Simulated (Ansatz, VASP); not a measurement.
## Cross-check of AlCo3C between VASP and Ansatz

Wanted: the spread between two codes on one cell, functional and k mesh. The cell is taken from a series of runs on this material, whose earlier steps may have relaxed, scaled, displaced or heated it; both programs get it as it stands.

Calculated with Ansatz 0.2.0; plane waves, with VASP 6.6.1 beside it; zone-centre phonons at PBEsol.

### 1. Starting point

It takes space group Pm-3m (No. 221, cubic). The conventional cell has a = 3.678 Å, b = 3.678 Å, c = 3.678 Å, α = 90.00°, β = 90.00°, γ = 90.00°. Nearest to Al lie 12 Co at 2.60 Å. Co has 2 C at 1.84 Å and 4 Al at 2.60 Å and 8 Co at 2.60 Å nearest. Nearest to C lie 6 Co at 1.84 Å. Farther neighbours are not listed.

### 2. VASP: zone-centre phonons, PBEsol

Second derivatives magnify differences that forces hide, and they need a tight electronic threshold.

Lines of VASP's logs that name or quote its potential files are left out, and so is its time.

INCAR reads:

```
SYSTEM = AlCo3C
PREC = Accurate
ENCUT = 600
EDIFF = 1E-08
NELM = 120
ISMEAR = 1
SIGMA = 0.2
LREAL = .FALSE.
ALGO = Normal
GGA = PS
NBANDS = 23
LASPH = .TRUE.
LORBIT = 11
LWAVE = .FALSE.
LCHARG = .FALSE.
ISIF = 2
IBRION = 8
GGA_COMPAT = .FALSE.
KPAR = 2
```

POSCAR reads:

```
AlCo3C
1.0
    3.6781870481      0.0000000000      0.0000000000
    0.0000000000      3.6781870481      0.0000000000
    0.0000000000      0.0000000000      3.6781870481
Al Co C
1 3 1
Direct
    0.0000000000      0.0000000000      0.0000000000
    0.0000000000      0.5000000000      0.5000000000
    0.5000000000      0.0000000000      0.5000000000
    0.5000000000      0.5000000000      0.0000000000
    0.5000000000      0.5000000000      0.5000000000
```

KPOINTS reads:

```
Automatic mesh
0
Gamma
12 12 12
0 0 0
```

PAW data sets: Al, Co and C (PBE family, release 64).

Command:

```console
$ mpirun -np 2 vasp_std
```

Numbers of over 12 decimals in the logs are rounded to 6 here.

The program printed:

```text
[banner, memory and clock lines left out]
running    2 mpi-ranks, on    1 nodes
 distrk:  each k-point on    1 cores,    2 groups
 distr:  one band on    1 cores,    1 groups

 POSCAR found type information on POSCAR AlCoC
 POSCAR found :  3 types and       5 ions
|                                                                             |
|               ----> ADVICE to this user running VASP <----                  |
|                                                                             |
|     You enforced a specific xc type in the INCAR file but a different       |
|     [... a line on the potential file left out ...]
|     I HOPE YOU KNOW WHAT YOU ARE DOING!                                     |
|                                                                             |

 LDA part: xc-table for (Slater+PW92), standard interpolation
 POSCAR, INCAR and KPOINTS ok, starting setup
 FFT: planning ... GRIDC
 FFT: planning ... GRID_SOFT
 FFT: planning ... GRID
 WAVECAR not read
 entering main loop
       N       E                     dE             d eps       ncg     rms          rms(c)
DAV:   1     0.235027825231E+03    0.23503E+03   -0.16361E+04  3872   0.197E+03
DAV:   2    -0.236593406878E+02   -0.25869E+03   -0.24666E+03  3864   0.375E+02
DAV:   3    -0.444039539643E+02   -0.20745E+02   -0.19843E+02  5033   0.127E+02
DAV:   4    -0.452051189289E+02   -0.80116E+00   -0.79872E+00  4505   0.241E+01
DAV:   5    -0.452336632834E+02   -0.28544E-01   -0.28535E-01  4635   0.420E+00    0.298E+01
DAV:   6    -0.441559925567E+02    0.10777E+01   -0.86283E+01  5066   0.140E+02    0.187E+01
DAV:   7    -0.385767675693E+02    0.55792E+01   -0.30429E+01  4655   0.902E+01    0.664E+00
DAV:   8    -0.384627326562E+02    0.11403E+00   -0.17000E+00  4955   0.127E+01    0.255E+00
DAV:   9    -0.384177113233E+02    0.45021E-01   -0.10925E-01  5902   0.412E+00    0.491E-01
DAV:  10    -0.384167024880E+02    0.10088E-02   -0.12209E-02  4209   0.839E-01    0.213E-01
DAV:  11    -0.384162415691E+02    0.46092E-03   -0.10685E-03  4666   0.261E-01    0.657E-02
DAV:  12    -0.384162477870E+02   -0.62178E-05   -0.13946E-04  4721   0.146E-01    0.285E-02
DAV:  13    -0.384162434335E+02    0.43534E-05   -0.31980E-05  5797   0.812E-02    0.129E-02
DAV:  14    -0.384162412496E+02    0.21840E-05   -0.71811E-06  5300   0.395E-02    0.268E-03
DAV:  15    -0.384162412771E+02   -0.27575E-07   -0.55650E-07  4574   0.532E-03    0.123E-03
DAV:  16    -0.384162413271E+02   -0.49978E-07   -0.48987E-08  4645   0.188E-03    0.190E-04
DAV:  17    -0.384162413535E+02   -0.26374E-07   -0.49981E-09  2184   0.598E-04    0.102E-04
DAV:  18    -0.384162413671E+02   -0.13599E-07   -0.84463E-10  2093   0.318E-04    0.678E-05
DAV:  19    -0.384162413645E+02    0.25570E-08   -0.25478E-10  2051   0.138E-04
   1 F= -.38416241E+02 E0= -.38420516E+02  d E =0.128247E-01
 Linear response reoptimize wavefunctions to high precision
DAV:   1    -0.384162413629E+02    0.16357E-08   -0.10087E-10  2093   0.941E-05
DAV:   2    -0.384162413629E+02   -0.48203E-10   -0.43412E-11  2016   0.591E-05
 Linear response DOF=           4
 Linear response progress:
  Degree of freedom:   1/  4
       N       E                     dE             d eps       ncg     rms          rms(c)
RMM:   1    -0.837644662148E-02   -0.83764E-02    0.55744E-03 20833   0.686E-01
RMM:   2    -0.716825914903E-02    0.12082E-02   -0.17143E-04 11257   0.365E-01    0.560E-02
RMM:   3    -0.723765368858E-02   -0.69395E-04   -0.38958E-04 13497   0.127E-01    0.262E-02
RMM:   4    -0.730014721593E-02   -0.62494E-04   -0.69099E-05 13847   0.551E-02    0.155E-02
RMM:   5    -0.730762411019E-02   -0.74769E-05   -0.10066E-05 11335   0.318E-02    0.245E-02
RMM:   6    -0.731556336379E-02   -0.79393E-05   -0.22553E-06 10671   0.197E-02    0.359E-03
RMM:   7    -0.731566014618E-02   -0.96782E-07   -0.64625E-07 14389   0.578E-03    0.116E-03
RMM:   8    -0.731456233445E-02    0.10978E-05    0.22513E-08 14188   0.188E-03    0.600E-04
RMM:   9    -0.731442200674E-02    0.14033E-06   -0.14149E-07 12181   0.112E-03    0.217E-04
RMM:  10    -0.731468079315E-02   -0.25879E-06    0.55250E-08 12370   0.544E-04    0.146E-04
RMM:  11    -0.731472056870E-02   -0.39776E-07    0.73532E-09 15528   0.165E-04    0.380E-05
RMM:  12    -0.731470540924E-02    0.15159E-07   -0.17530E-09 14705   0.535E-05    0.762E-06
RMM:  13    -0.731471387736E-02   -0.84681E-08   -0.33481E-10 15599   0.169E-05    0.241E-06
 first order change of Fermi-energy  -0.11363E-03
 force on displaced ion       1 direction 1 :  -6.015  -0.000   0.000
 Linear response progress:
  Degree of freedom:   2/  4
       N       E                     dE             d eps       ncg     rms          rms(c)
RMM:   1    -0.175807564954E+00   -0.17581E+00   -0.11922E-01 18719   0.283E+00
RMM:   2    -0.167976893577E+00    0.78307E-02   -0.70699E-03 11838   0.103E+00    0.200E-01
RMM:   3    -0.168243420186E+00   -0.26653E-03   -0.12732E-03 13761   0.271E-01    0.115E-01
RMM:   4    -0.168706435141E+00   -0.46301E-03   -0.29269E-04 11020   0.193E-01    0.196E-01
RMM:   5    -0.168529845579E+00    0.17659E-03   -0.19723E-04 10623   0.170E-01    0.313E-02
RMM:   6    -0.168635021477E+00   -0.10518E-03   -0.48458E-05 13869   0.485E-02    0.559E-03
RMM:   7    -0.168616442827E+00    0.18579E-04   -0.38253E-06 13715   0.147E-02    0.315E-03
RMM:   8    -0.168609576520E+00    0.68663E-05   -0.27162E-07 12499   0.724E-03    0.171E-03
RMM:   9    -0.168613454194E+00   -0.38777E-05   -0.34285E-07 13072   0.340E-03    0.420E-04
RMM:  10    -0.168612103251E+00    0.13509E-05   -0.33642E-08 15006   0.101E-03    0.174E-04
RMM:  11    -0.168611413326E+00    0.68992E-06   -0.84100E-09 15956   0.296E-04    0.824E-05
RMM:  12    -0.168610894375E+00    0.51895E-06   -0.34953E-09 13993   0.101E-04    0.131E-05
RMM:  13    -0.168610950076E+00   -0.55701E-07   -0.86614E-10 15346   0.399E-05    0.695E-06
RMM:  14    -0.168610938252E+00    0.11824E-07   -0.21945E-10 15938   0.161E-05    0.274E-06
RMM:  15    -0.168610929461E+00    0.87917E-08   -0.43443E-10 14991   0.105E-05    0.819E-07
 first order change of Fermi-energy   0.25412E-02
 force on displaced ion       2 direction 1 : -25.753  -0.000   0.000
 Linear response progress:
  Degree of freedom:   3/  4
       N       E                     dE             d eps       ncg     rms          rms(c)
RMM:   1    -0.180097978532E+00   -0.18010E+00   -0.15237E-01 30635   0.245E+00
RMM:   2    -0.172237781340E+00    0.78602E-02   -0.71788E-03 21057   0.916E-01    0.164E-01
RMM:   3    -0.172413772919E+00   -0.17599E-03   -0.75840E-04 23804   0.205E-01    0.996E-02
RMM:   4    -0.172889162582E+00   -0.47539E-03   -0.29559E-04 22966   0.131E-01    0.834E-02
RMM:   5    -0.172874258925E+00    0.14904E-04   -0.62218E-05 18787   0.909E-02    0.294E-02
RMM:   6    -0.172883444672E+00   -0.91857E-05   -0.13344E-05 23753   0.335E-02    0.506E-03
RMM:   7    -0.172867497124E+00    0.15948E-04   -0.11718E-06 21042   0.114E-02    0.796E-03
RMM:   8    -0.172864806583E+00    0.26905E-05   -0.18970E-07 19542   0.814E-03    0.252E-03
RMM:   9    -0.172862511190E+00    0.22954E-05   -0.27264E-07 20947   0.424E-03    0.837E-04
RMM:  10    -0.172860647217E+00    0.18640E-05   -0.14150E-08 24557   0.162E-03    0.364E-04
RMM:  11    -0.172856298931E+00    0.43483E-05   -0.23679E-08 24564   0.628E-04    0.896E-05
RMM:  12    -0.172856080246E+00    0.21868E-06   -0.12399E-08 25227   0.252E-04    0.315E-05
RMM:  13    -0.172856016513E+00    0.63733E-07    0.61882E-10 28978   0.936E-05    0.115E-05
RMM:  14    -0.172855931899E+00    0.84614E-07   -0.95102E-10 26514   0.254E-05    0.466E-06
RMM:  15    -0.172855899695E+00    0.32205E-07   -0.60017E-10 27294   0.129E-05    0.137E-06
RMM:  16    -0.172855907216E+00   -0.75211E-08   -0.92046E-10 24428   0.881E-06    0.455E-07
 first order change of Fermi-energy  -0.46293E-03
 force on displaced ion       2 direction 2 :   0.000  -6.629   0.000
 Linear response progress:
  Degree of freedom:   4/  4
       N       E                     dE             d eps       ncg     rms          rms(c)
RMM:   1    -0.126222271660E+00   -0.12622E+00    0.14365E-01 18962   0.248E+00
RMM:   2    -0.123033403400E+00    0.31889E-02   -0.98452E-03 11435   0.108E+00    0.179E-01
RMM:   3    -0.123769257642E+00   -0.73585E-03   -0.27339E-03 13559   0.316E-01    0.893E-02
RMM:   4    -0.124495932218E+00   -0.72667E-03   -0.40907E-04 12795   0.141E-01    0.507E-02
RMM:   5    -0.124535238993E+00   -0.39307E-04   -0.80672E-05 11233   0.953E-02    0.534E-02
RMM:   6    -0.124585260004E+00   -0.50021E-04   -0.20154E-05 11052   0.446E-02    0.684E-03
RMM:   7    -0.124563973974E+00    0.21286E-04   -0.50118E-06 13859   0.155E-02    0.194E-03
RMM:   8    -0.124579296920E+00   -0.15323E-04   -0.96674E-07 14034   0.616E-03    0.774E-04
RMM:   9    -0.124579861313E+00   -0.56439E-06    0.11295E-07 13772   0.241E-03    0.486E-04
RMM:  10    -0.124578537315E+00    0.13240E-05   -0.18048E-08 13998   0.956E-04    0.194E-04
RMM:  11    -0.124578986089E+00   -0.44877E-06   -0.57481E-09 15110   0.268E-04    0.656E-05
RMM:  12    -0.124578948863E+00    0.37226E-07    0.21495E-09 14731   0.106E-04    0.852E-06
RMM:  13    -0.124578933605E+00    0.15258E-07   -0.42726E-10 15018   0.424E-05    0.427E-06
RMM:  14    -0.124578933323E+00    0.28203E-09   -0.21435E-10 15714   0.188E-05    0.149E-06
 first order change of Fermi-energy  -0.34799E-04
 force on displaced ion       5 direction 1 : -16.794   0.000  -0.000
 Linear response finished
```

(Part 1 of 2 ends here.)

[Lines on the potential files, build, host, timing and source positions are cut from VASP's logs without a mark.]

[Logs are printed without paths, hosts, clocks, repeated set-up lines and the standing remarks that a program may print on its own settings, such as how far it seeks lower states.]

[Hosts, paths, dates, database ids (printed as entryN), source tags and the programs' standing remarks are cut or masked in the printed files.]
